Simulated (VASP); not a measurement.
A convergence study with VASP on SnSe2 (1T layered): a few settings are varied, all else stays as given below, so the limit is that of these other settings.

```
CELL_PARAMETERS angstrom
      1.90500    -3.29956     0.00000
      1.90500     3.29956     0.00000
      0.00000     0.00000     6.14000
ATOMIC_POSITIONS crystal
  Sn 0.00000 0.00000 0.00000
  Se 0.33333 0.66667 0.25000
  Se 0.66667 0.33333 0.75000
```

Calculation: HSE06 screened hybrid, VASP's PBE PAW potentials (set 64) (plane waves; VASP). The last row used: 300 eV cut-off, 4×4×2 Γ-centred mesh, Gaussian smearing of 0.050 eV, potentials Sn_d Se.

```
setting                           E (eV/atom)  pressure (GPa)  electronic steps
--------------------------------  -----------  --------------  ----------------
ENCUT = 300, PRECFOCK = Fast                ?               ?                19
ENCUT = 520, PRECFOCK = Fast          -4.8340            2.63                19
ENCUT = 300, PRECFOCK = Normal        -4.8321            2.46                19
ENCUT = 400, PRECFOCK = Normal              ?               ?                19
ENCUT = 520, PRECFOCK = Normal        -4.8340            2.63                19
ENCUT = 300, PRECFOCK = Accurate      -4.8321            2.46                19
```

Problem. Fill in the missing entries.

Solution. 
- ENCUT = 300, PRECFOCK = Fast, E (eV/atom): -4.8318
- ENCUT = 300, PRECFOCK = Fast, pressure (GPa): 2.45
- ENCUT = 400, PRECFOCK = Normal, E (eV/atom): -4.8339
- ENCUT = 400, PRECFOCK = Normal, pressure (GPa): 2.59

Left out are rungs that failed or repeat a setting and relaxations that didn't move; long series are thinned to 24 rows.

The compound is SnSe2 in the 1T layered structure. The cell was not relaxed at this level, forces remain on its atoms.
